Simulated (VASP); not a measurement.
```yaml
crystal:
  lattice:
    - [0.00000, 3.25536, 3.25536]
    - [3.25536, 0.00000, 3.25536]
    - [3.25536, 3.25536, 0.00000]
  atoms:
    - { symbol: Hg, position: [0.00000, 0.00000, 0.00000] }
    - { symbol: Te, position: [0.25000, 0.25000, 0.25000] }
```

Computed with r2SCAN meta-GGA, VASP's PBE PAW potentials (set 64) (plane waves; VASP). Run with 520 eV cut-off, 10×10×10 Γ-centred mesh, first-order Methfessel-Paxton smearing of 0.10 eV, potentials Hg Te.

Q: Give the stress tensor in GPa (positive for a compressed cell).

A: 
```
1.29  0.00  0.00
0.00  1.29  0.00
0.00  0.00  1.29
```
The pressure is its mean diagonal, 1.29 GPa.

The compound is HgTe in the zinc blende structure. This cell is one point of a volume scan, at 0.97 of the reference volume.
